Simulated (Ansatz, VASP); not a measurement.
## MoS2 in two plane-wave programs

One calculation is typed for both programs; each brings its own data sets. How far apart do they land? The cell is taken from a series of runs on this material, whose earlier steps may have relaxed, scaled, displaced or heated it; both programs get it as it stands.

Method: plane waves, with VASP 6.6.1 beside it; zone-centre phonons at PBEsol with D3(BJ), in Ansatz 0.2.0.

## 1. The starting structure

The structure is hexagonal, space group P6_3/mmc (No. 194). The conventional cell has a = 3.032 Å, b = 3.032 Å, c = 11.082 Å, α = 90.00°, β = 90.00°, γ = 120.00°. Nearest to S lie 3 Mo at 2.35 Å. Nearest to Mo lie 6 S at 2.35 Å. Farther neighbours and most contacts between anions are not listed.

As a file:

```cif
data_structure
_symmetry_space_group_name_H-M 'P 1'
_symmetry_Int_Tables_number 1
_cell_length_a 3.0318
_cell_length_b 3.0318
_cell_length_c 11.0822
_cell_angle_alpha 90.000
_cell_angle_beta 90.000
_cell_angle_gamma 120.000
_cell_volume 88.22
loop_
_atom_site_label
_atom_site_type_symbol
_atom_site_fract_x
_atom_site_fract_y
_atom_site_fract_z
_atom_site_occupancy
S1 S 0.33333 0.66667 0.60820 1
S2 S 0.66667 0.33333 0.10820 1
S3 S 0.33333 0.66667 0.89180 1
S4 S 0.66667 0.33333 0.39180 1
Mo5 Mo 0.33333 0.66667 0.25000 1
Mo6 Mo 0.66667 0.33333 0.75000 1
```

## 2. VASP: zone-centre phonons, PBEsol with D3(BJ)

Second derivatives magnify differences that forces hide, and they need a tight electronic threshold.

Lines of VASP's logs that name or quote its potential files are left out, and so is its time.

File INCAR:

```
SYSTEM = MoS2
PREC = Accurate
ENCUT = 500
EDIFF = 1E-08
NELM = 120
ISMEAR = 0
SIGMA = 0.02
LREAL = .FALSE.
ALGO = Normal
GGA = PS
IVDW = 12
NBANDS = 32
LASPH = .TRUE.
LORBIT = 11
LWAVE = .FALSE.
LCHARG = .FALSE.
ISIF = 2
IBRION = 6
NFREE = 2
POTIM = 0.015
NSW = 1
GGA_COMPAT = .FALSE.
KPAR = 2
```

File POSCAR:

```
MoS2
1.0
    3.0318354109      0.0000000000      0.0000000000
   -1.5159177054      2.6256464860      0.0000000000
    0.0000000000      0.0000000000     11.0821779069
S Mo
4 2
Direct
    0.3333333334      0.6666666668      0.6082034949
    0.6666666668      0.3333333334      0.1082034949
    0.3333333334      0.6666666668      0.8917965051
    0.6666666668      0.3333333334      0.3917965051
    0.3333333334      0.6666666668      0.2500000000
    0.6666666668      0.3333333334      0.7500000000
```

File KPOINTS:

```
Automatic mesh
0
Gamma
15 15 4
0 0 0
```

Potentials, in the order of the species: S and Mo_sv (PBE family, release 64).

Command:

```bash
mpirun -np 2 vasp_std
```

Numbers of over 12 decimals in the logs are rounded to 6 here.

The log of the run:

```text
[banner, memory and clock lines left out]
running    2 mpi-ranks, on    1 nodes
 distrk:  each k-point on    1 cores,    2 groups
 distr:  one band on    1 cores,    1 groups

 POSCAR found type information on POSCAR S Mo
 POSCAR found :  2 types and       6 ions
|                                                                             |
|               ----> ADVICE to this user running VASP <----                  |
|                                                                             |
|     You enforced a specific xc type in the INCAR file but a different       |
|     [... a line on the potential file left out ...]
|     I HOPE YOU KNOW WHAT YOU ARE DOING!                                     |
|                                                                             |

 LDA part: xc-table for (Slater+PW92), standard interpolation
 POSCAR, INCAR and KPOINTS ok, starting setup
 FFT: planning ... GRIDC
 FFT: planning ... GRID_SOFT
 FFT: planning ... GRID
 WAVECAR not read
 entering main loop
       N       E                     dE             d eps       ncg     rms          rms(c)
DAV:   1     0.454175123295E+03    0.45418E+03   -0.29364E+04  5488   0.154E+03
DAV:   2    -0.247284616101E+02   -0.47890E+03   -0.46729E+03  6240   0.405E+02
DAV:   3    -0.483170301308E+02   -0.23589E+02   -0.23378E+02  6760   0.803E+01
DAV:   4    -0.487207425994E+02   -0.40371E+00   -0.40277E+00  6224   0.106E+01
DAV:   5    -0.487298964741E+02   -0.91539E-02   -0.91495E-02  6672   0.148E+00    0.426E+01
DAV:   6    -0.467573959809E+02    0.19725E+01   -0.13150E+01  5792   0.213E+01    0.149E+01
DAV:   7    -0.465728360936E+02    0.18456E+00   -0.65811E+00  5648   0.134E+01    0.924E+00
DAV:   8    -0.462168427800E+02    0.35599E+00   -0.15220E+00  6152   0.709E+00    0.378E+00
DAV:   9    -0.462300465567E+02   -0.13204E-01   -0.14279E-01  6696   0.178E+00    0.165E+00
DAV:  10    -0.462196883988E+02    0.10358E-01   -0.64043E-02  6144   0.149E+00    0.354E-01
DAV:  11    -0.462196381114E+02    0.50287E-04   -0.31817E-03  6296   0.317E-01    0.270E-01
DAV:  12    -0.462195936970E+02    0.44414E-04   -0.25385E-04  6200   0.824E-02    0.159E-01
DAV:  13    -0.462195685119E+02    0.25185E-04   -0.16963E-04  6464   0.679E-02    0.462E-02
DAV:  14    -0.462195694006E+02   -0.88869E-06   -0.18098E-05  6120   0.234E-02    0.442E-02
DAV:  15    -0.462195677714E+02    0.16292E-05   -0.39897E-06  6464   0.126E-02    0.147E-02
DAV:  16    -0.462195674193E+02    0.35207E-06   -0.93181E-07  6576   0.510E-03    0.673E-03
DAV:  17    -0.462195674296E+02   -0.10363E-07   -0.12937E-07  5960   0.175E-03    0.125E-03
DAV:  18    -0.462195674246E+02    0.50477E-08   -0.58583E-08  5360   0.127E-03
   1 F= -.48918640E+02 E0= -.48918640E+02  d E =-.566422E-08
[... from here on, the cycles between the ionic steps are left out ...]
   2 F= -.48917366E+02 E0= -.48917366E+02  d E =-.570540E-08
   3 F= -.48917366E+02 E0= -.48917366E+02  d E =-.570661E-08
   4 F= -.48916525E+02 E0= -.48916525E+02  d E =-.252901E-08
   5 F= -.48916153E+02 E0= -.48916153E+02  d E =-.146328E-07
   6 F= -.48916020E+02 E0= -.48916020E+02  d E =-.553331E-08
   7 F= -.48916020E+02 E0= -.48916020E+02  d E =-.553272E-08
   8 F= -.48914730E+02 E0= -.48914730E+02  d E =-.104688E-07
 Finite differences progress:
  Degree of freedom:   4/  4
  Displacement:        1/  2
  Total:               7/  8
 bond charge predicted
       N       E                     dE             d eps       ncg     rms          rms(c)
DAV:   1    -0.462022564861E+02    0.13398E-01   -0.56639E+00  6400   0.166E+01    0.652E-01
DAV:   2    -0.462161411020E+02   -0.13885E-01   -0.15082E-01  7784   0.252E+00    0.176E-01
DAV:   3    -0.462156676871E+02    0.47341E-03   -0.24793E-03  7968   0.311E-01    0.961E-02
DAV:   4    -0.462156585946E+02    0.90925E-05   -0.81905E-04  7920   0.151E-01    0.588E-02
DAV:   5    -0.462156550150E+02    0.35796E-05   -0.61431E-05  7912   0.485E-02    0.381E-02
DAV:   6    -0.462156556883E+02   -0.67327E-06   -0.10430E-05  7760   0.229E-02    0.189E-02
DAV:   7    -0.462156550529E+02    0.63536E-06   -0.25392E-06  8080   0.101E-02    0.816E-03
DAV:   8    -0.462156548665E+02    0.18645E-06   -0.13771E-06  7888   0.673E-03    0.193E-03
DAV:   9    -0.462156548773E+02   -0.10882E-07   -0.10751E-07  7688   0.193E-03    0.955E-04
DAV:  10    -0.462156548811E+02   -0.37353E-08   -0.70368E-09  4384   0.495E-04
   9 F= -.48914730E+02 E0= -.48914730E+02  d E =-.104661E-07
 Finite differences progress:
  Degree of freedom:   4/  4
  Displacement:        2/  2
  Total:               8/  8
```

OUTCAR, selected parts (step 2):

```text
ion  position               nearest neighbor table
   1  0.333  0.667  0.608-   6 2.35   6 2.35   6 2.35
   2  0.667  0.333  0.108-   5 2.35   5 2.35   5 2.35
   3  0.333  0.667  0.892-   6 2.35   6 2.35   6 2.35
   4  0.667  0.333  0.392-   5 2.35   5 2.35   5 2.35
   5  0.333  0.667  0.250-   2 2.35   4 2.35   2 2.35   4 2.35   2 2.35   4 2.35
   6  0.667  0.333  0.750-   1 2.35   3 2.35   1 2.35   3 2.35   1 2.35   3 2.35

  LATTYP: Found a hexagonal cell.
 ALAT       =     3.0318354109
 C/A-ratio  =     3.6552702917

 Subroutine GETGRP returns: Found 24 space group operations
 (whereof 12 operations were pure point group operations)

The static configuration has the point symmetry D_3d.
 The point group associated with its full space group is D_6h.

 Found     81 irreducible k-points:

   k-points           NKPTS =     81   k-points in BZ     NKDIM =     81   number of bands    NBANDS=     32

   dimension x,y,z NGX =    24 NGY =   24 NGZ =   84
   dimension x,y,z NGXF=    48 NGYF=   48 NGZF=  168

   ENCUT  =  500.0 eV  36.75 Ry    6.06 a.u.   5.53  5.53 20.21*2*pi/ulx,y,z

   NELECT =      52.0000    total number of electrons

 k-points in reciprocal lattice and weights: Automatic mesh
   0.00000000  0.00000000  0.00000000       0.001
   0.06666667  0.00000000  0.00000000       0.007
   0.13333333  0.00000000  0.00000000       0.007
   0.20000000 -0.00000000  0.00000000       0.007
   0.26666667  0.00000000  0.00000000       0.007
   0.33333333 -0.00000000  0.00000000       0.007
   0.40000000  0.00000000  0.00000000       0.007
   0.46666667 -0.00000000  0.00000000       0.007
   0.06666667  0.06666667  0.00000000       0.007
[...]
-----------------------------------------------------------------------------------
    total drift:                               -0.000001     -0.000001      0.000069

  FREE ENERGIE OF THE ION-ELECTRON SYSTEM (eV)
  ---------------------------------------------------
  free  energy   TOTEN  =       -48.9147304414 eV

  energy  without entropy=      -48.9147304310  energy(sigma->0) =      -48.91473044

 Eigenvectors and eigenvalues of the dynamical matrix
 ----------------------------------------------------

   1 f  =   15.053931 THz    94.586639 2PiTHz  502.145091 cm-1    62.258029 meV
             X         Y         Z           dx          dy          dz
      0.000000  1.750431  6.740219     0.000000    0.000000    0.400608
      1.515918  0.875215  1.199130     0.000000    0.000000   -0.400608
      0.000000  1.750431  9.883048     0.000000    0.000000    0.400608
      1.515918  0.875215  4.341959     0.000000    0.000000   -0.400608
      0.000000  1.750431  2.770544    -0.000000   -0.000000    0.423116
      1.515918  0.875215  8.311633    -0.000000   -0.000000   -0.423116

   2 f  =   14.668282 THz    92.163531 2PiTHz  489.281208 cm-1    60.663111 meV
             X         Y         Z           dx          dy          dz
      0.000000  1.750431  6.740219     0.000000   -0.000000   -0.387084
      1.515918  0.875215  1.199130     0.000000   -0.000000   -0.387084
      0.000000  1.750431  9.883048     0.000000   -0.000000   -0.387084
      1.515918  0.875215  4.341959     0.000000   -0.000000   -0.387084
      0.000000  1.750431  2.770544    -0.000000    0.000000    0.447585
      1.515918  0.875215  8.311633    -0.000000    0.000000    0.447585

   3 f  =   13.501812 THz    84.834389 2PiTHz  450.371980 cm-1    55.838984 meV
             X         Y         Z           dx          dy          dz
      0.000000  1.750431  6.740219     0.000000    0.000000   -0.500000
      1.515918  0.875215  1.199130    -0.000000    0.000000   -0.500000
      0.000000  1.750431  9.883048     0.000000    0.000000    0.500000
      1.515918  0.875215  4.341959     0.000000    0.000000    0.500000
      0.000000  1.750431  2.770544     0.000000   -0.000000    0.000000
      1.515918  0.875215  8.311633    -0.000000   -0.000000    0.000000

   4 f  =   12.713616 THz    79.882004 2PiTHz  424.080575 cm-1    52.579266 meV
             X         Y         Z           dx          dy          dz
      0.000000  1.750431  6.740219    -0.000000    0.000000    0.500000
      1.515918  0.875215  1.199130    -0.000000   -0.000000   -0.500000
      0.000000  1.750431  9.883048    -0.000000   -0.000000   -0.500000
      1.515918  0.875215  4.341959    -0.000000   -0.000000    0.500000
      0.000000  1.750431  2.770544     0.000000    0.000000    0.000000
      1.515918  0.875215  8.311633     0.000000   -0.000000   -0.000000

   5 f  =   12.142447 THz    76.293245 2PiTHz  405.028439 cm-1    50.217104 meV
             X         Y         Z           dx          dy          dz
      0.000000  1.750431  6.740219     0.121498    0.367569    0.000000
      1.515918  0.875215  1.199130     0.121498    0.367569   -0.000000
      0.000000  1.750431  9.883048     0.121498    0.367569   -0.000000
      1.515918  0.875215  4.341959     0.121498    0.367569    0.000000
      0.000000  1.750431  2.770544    -0.140448   -0.424897    0.000000
      1.515918  0.875215  8.311633    -0.140448   -0.424897    0.000000

   6 f  =   12.142447 THz    76.293245 2PiTHz  405.028439 cm-1    50.217104 meV
             X         Y         Z           dx          dy          dz
      0.000000  1.750431  6.740219     0.367569   -0.121498    0.000000
      1.515918  0.875215  1.199130     0.367569   -0.121498   -0.000000
      0.000000  1.750431  9.883048     0.367569   -0.121498   -0.000000
      1.515918  0.875215  4.341959     0.367569   -0.121498    0.000000
      0.000000  1.750431  2.770544    -0.424897    0.140448    0.000000
      1.515918  0.875215  8.311633    -0.424897    0.140448   -0.000000

   7 f  =   12.065434 THz    75.809357 2PiTHz  402.459556 cm-1    49.898603 meV
             X         Y         Z           dx          dy          dz
      0.000000  1.750431  6.740219     0.122460    0.370476   -0.000000
      1.515918  0.875215  1.199130    -0.122460   -0.370476    0.000000
      0.000000  1.750431  9.883048     0.122460    0.370476    0.000000
      1.515918  0.875215  4.341959    -0.122460   -0.370476   -0.000000
      0.000000  1.750431  2.770544     0.138769    0.419815   -0.000000
      1.515918  0.875215  8.311633    -0.138769   -0.419815    0.000000

   8 f  =   12.065434 THz    75.809357 2PiTHz  402.459556 cm-1    49.898603 meV
             X         Y         Z           dx          dy          dz
      0.000000  1.750431  6.740219     0.370476   -0.122460    0.000000
      1.515918  0.875215  1.199130    -0.370476    0.122460    0.000000
      0.000000  1.750431  9.883048     0.370476   -0.122460    0.000000
      1.515918  0.875215  4.341959    -0.370476    0.122460    0.000000
      0.000000  1.750431  2.770544     0.419815   -0.138769   -0.000000
      1.515918  0.875215  8.311633    -0.419815    0.138769   -0.000000

   9 f  =    9.316314 THz    58.536127 2PiTHz  310.758785 cm-1    38.529161 meV
             X         Y         Z           dx          dy          dz
      0.000000  1.750431  6.740219    -0.156921   -0.474738    0.000000
      1.515918  0.875215  1.199130    -0.156921   -0.474738   -0.000000
      0.000000  1.750431  9.883048     0.156921    0.474738   -0.000000
      1.515918  0.875215  4.341959     0.156921    0.474738    0.000000
      0.000000  1.750431  2.770544    -0.000000   -0.000000    0.000000
      1.515918  0.875215  8.311633    -0.000000    0.000000    0.000000

  10 f  =    9.316314 THz    58.536127 2PiTHz  310.758785 cm-1    38.529161 meV
             X         Y         Z           dx          dy          dz
      0.000000  1.750431  6.740219     0.474738   -0.156921   -0.000000
      1.515918  0.875215  1.199130     0.474738   -0.156921   -0.000000
      0.000000  1.750431  9.883048    -0.474738    0.156921    0.000000
      1.515918  0.875215  4.341959    -0.474738    0.156921    0.000000
      0.000000  1.750431  2.770544    -0.000000    0.000000    0.000000
      1.515918  0.875215  8.311633     0.000000   -0.000000    0.000000

  11 f  =    8.950135 THz    56.235354 2PiTHz  298.544352 cm-1    37.014765 meV
             X         Y         Z           dx          dy          dz
      0.000000  1.750431  6.740219     0.156922    0.474737    0.000000
      1.515918  0.875215  1.199130    -0.156922   -0.474737   -0.000000
      0.000000  1.750431  9.883048    -0.156922   -0.474737    0.000000
      1.515918  0.875215  4.341959     0.156922    0.474737   -0.000000
      0.000000  1.750431  2.770544    -0.000000    0.000000    0.000000
      1.515918  0.875215  8.311633    -0.000000   -0.000000    0.000000

  12 f  =    8.950135 THz    56.235354 2PiTHz  298.544352 cm-1    37.014765 meV
             X         Y         Z           dx          dy          dz
      0.000000  1.750431  6.740219    -0.474737    0.156922   -0.000000
      1.515918  0.875215  1.199130     0.474737   -0.156922    0.000000
      0.000000  1.750431  9.883048     0.474737   -0.156922    0.000000
      1.515918  0.875215  4.341959    -0.474737    0.156922   -0.000000
      0.000000  1.750431  2.770544    -0.000000    0.000000    0.000000
      1.515918  0.875215  8.311633    -0.000000    0.000000    0.000000

  13 f  =    3.892981 THz    24.460321 2PiTHz  129.855868 cm-1    16.100068 meV
             X         Y         Z           dx          dy          dz
      0.000000  1.750431  6.740219    -0.000000    0.000000   -0.299188
      1.515918  0.875215  1.199130     0.000000   -0.000000    0.299188
      0.000000  1.750431  9.883048    -0.000000    0.000000   -0.299188
      1.515918  0.875215  4.341959     0.000000   -0.000000    0.299188
      0.000000  1.750431  2.770544     0.000000   -0.000000    0.566545
      1.515918  0.875215  8.311633    -0.000000    0.000000   -0.566545
    [... 42 further lines ...]
      1.515918  0.875215  4.341959    -0.298027    0.106356   -0.000000
      0.000000  1.750431  2.770544    -0.515632    0.184012   -0.000000
      1.515918  0.875215  8.311633    -0.515632    0.184012   -0.000000

 ELASTIC MODULI CONTR FROM IONIC RELAXATION (kBar)
 Direction    XX          YY          ZZ          XY          YZ          ZX
 --------------------------------------------------------------------------------
 XX        -556.6595   -286.4939   -959.9850     -0.0000      0.0000      0.0000
 YY        -286.4939   -556.6595   -959.9850     -0.0000     -0.0000     -0.0000
 ZZ        -959.9850   -959.9850  -2186.0106     -0.0000     -0.0000     -0.0000
 XY          -0.0000     -0.0000     -0.0000   -135.0828     -0.0000      0.0000
 YZ           0.0000     -0.0000     -0.0000     -0.0000  -1396.9585     -0.0000
 ZX           0.0000     -0.0000     -0.0000      0.0000     -0.0000  -1396.9578
 --------------------------------------------------------------------------------

 total charge
# of ion       s       p       d       tot
------------------------------------------
    1        1.365   2.348   0.000   3.713
    2        1.365   2.348   0.000   3.713
    3        1.365   2.348   0.000   3.713
    4        1.365   2.348   0.000   3.713
    5        2.319   6.262   4.121  12.702
    6        2.319   6.262   4.121  12.702
--------------------------------------------------
tot         10.099  21.916   8.242  40.257
```

CONTCAR:

```
MoS2
   1.00000000000000
     3.0318354108999999    0.0000000000000000    0.0000000000000000
    -1.5159177053999999    2.6256464859999999    0.0000000000000000
     0.0000000000000000    0.0000000000000000   11.0821779069000002
  S               Mo
     4     2
Direct
     0.3333333333999988    0.6666666667999976    0.6082034949000032
     0.6666666667999976    0.3333333333999988    0.1082034949000032
     0.3333333333999988    0.6666666667999976    0.8917965050999968
     0.6666666667999976    0.3333333333999988    0.3917965050999968
     0.3333333333999988    0.6666666667999976    0.2486464754377692
     0.6666666667999976    0.3333333333999988    0.7500000000000000
```

This run has no spin polarisation, so a moment on Mo, if there is one, isn't seen. The last energy, forces, stress and levels in OUTCAR belong to the last displaced cell, not to the cell of POSCAR.

Levels, forces or a CONTCAR printed for this step are those of its last displaced cell, not of the structure at rest.

(Continued in part 2 of 2.)

[Lines on the potential files, build, host, timing and source positions are cut from VASP's logs without a mark.]

[Logs are printed without paths, hosts, clocks, repeated set-up lines and the standing remarks that a program may print on its own settings, such as how far it seeks lower states.]

[Hosts, paths, dates, database ids (printed as entryN), source tags and the programs' standing remarks are cut or masked in the printed files.]
